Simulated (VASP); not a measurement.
```yaml
crystal:
  lattice:
    - [1.31562, -2.27872, 0.00000]
    - [1.31562, 2.27872, 0.00000]
    - [0.00000, 0.00000, 4.78054]
  atoms:
    - { symbol: Zn, position: [0.33333, 0.66667, 0.25000] }
    - { symbol: Zn, position: [0.66667, 0.33333, 0.75000] }
```

Calculation: PBE GGA, VASP's PBE PAW potentials (set 64) (plane waves; VASP 6.6.1). Numerical set-up: 480 eV cut-off, 14×14×8 Γ-centred mesh, first-order Methfessel-Paxton smearing of 0.10 eV, potentials Zn.

Question: Give the stress tensor in GPa (positive for a compressed cell).

Answer: 
```
5.01  0.00  0.00
0.00  5.01  0.00
0.00  0.00  3.62
```
The pressure is its mean diagonal, 4.54 GPa.

The compound is Zn in the hcp structure. This cell was strained or had an atom moved on purpose.
